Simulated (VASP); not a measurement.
**Ni2SbTe: equation of state with PBE**

Ni2SbTe:

```xyz
4
Lattice="3.9656 0.0000 0.0000 -1.9828 3.4343 0.0000 0.0000 0.0000 5.2035" Properties=species:S:1:pos:R:3 pbc="T T T"
Te    0.0000    2.2896    0.0000
Sb    1.9828    1.1448    2.6017
Ni    0.0000    0.0000    1.3174
Ni    0.0000    0.0000    3.8861
```

The cell comes from a database or a generator and needn't be the stable form of this composition.

```
Program                : VASP 6.6.1
Task                   : equation of state
Functional             : PBE
Potentials or basis    : VASP PAW PBE potentials, release 64 (Te, Sb, Ni)
Cutoff                 : 520 eV
k mesh                 : 8 × 8 × 5
Occupations            : fermi-dirac, width 0.05 eV
Spin                   : collinear spin, ferromagnetic start
Starting moments       : [0.0, 0.0, 1.0, 1.0] μB
Further INCAR settings : ALGO = Normal; EDIFF = 1e-07; NBANDS = 28
```

| Property | Result |
| --- | --- |
| Equilibrium volume | 18.15 Å³/atom |
| Bulk modulus at fixed shape and positions | 106 GPa |
| Pressure derivative of the bulk modulus | 4.9 |

Energy against volume, from the lowest point:
| volume (Å³/atom) | energy (meV/atom) |
| --- | --- |
| 16.654 | 47.89 |
| 17.008 | 26.71 |
| 17.363 | 12.13 |
| 17.717 | 3.44 |
| 18.071 | 0.00 |
| 18.426 | 1.24 |
| 18.780 | 6.64 |

All runs of the series together: 19 min on 1 thread of Intel(R) Xeon(R) Platinum 8259CL CPU @ 2.50GHz (Skylake/Cascade Lake) (shared host).

Caveat: the cell was scaled at fixed shape and fractional positions, which overstates the stiffness of a crystal with free parameters, most of all of layers and chains. The run has no spin-orbit coupling, so splittings on Sb, Te are missing.
